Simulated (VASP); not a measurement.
InCo2N2: equation of state with PBE

The system is InCo2N2.

```
CELL_PARAMETERS angstrom
2.72596 -1.58055 0.00000
2.72596 1.58055 0.00000
-1.95227 0.00000 7.54468
ATOMIC_POSITIONS crystal
In 0.50000 0.50000 0.50000
Co 0.62734 0.62734 0.89189
Co 0.37266 0.37266 0.10811
N 0.72262 0.72262 0.15501
N 0.27738 0.27738 0.84499
```

The cell comes from a database or a generator and needn't be the stable form of this composition.

```yaml
Program: VASP 6.6.1
Task: equation of state
Functional: PBE
Potentials_or_basis: VASP PAW PBE potentials, release 64 (In_d, Co, N)
Cutoff: 520 eV
k_mesh: 10 × 10 × 4
Occupations: fermi-dirac, width 0.05 eV
Spin: collinear spin, ferromagnetic start
Starting_moments: "[0.0, 2.0, 2.0, 0.0, 0.0] μB"
Further_INCAR_settings: ALGO = Normal; EDIFF = 1e-07; NBANDS = 32
```

```yaml
Equilibrium_volume: 12.99 Å³/atom
Bulk_modulus_at_fixed_shape_and_positions: 158 GPa
Pressure_derivative_of_the_bulk_modulus: 4.7
```

Energy against volume, from the lowest point:
| volume (Å³/atom) | energy (meV/atom) |
| --- | --- |
| 12.222 | 25.30 |
| 12.482 | 10.69 |
| 12.742 | 2.48 |
| 13.003 | 0.00 |
| 13.263 | 2.62 |
| 13.523 | 9.79 |

All runs of the series together: 48 min on 1 thread of AMD EPYC 7R13 Processor (Zen 3), with other jobs on the host.

Caveat: the cell was scaled at fixed shape and fractional positions, which overstates the stiffness of a crystal with free parameters, most of all of layers and chains.
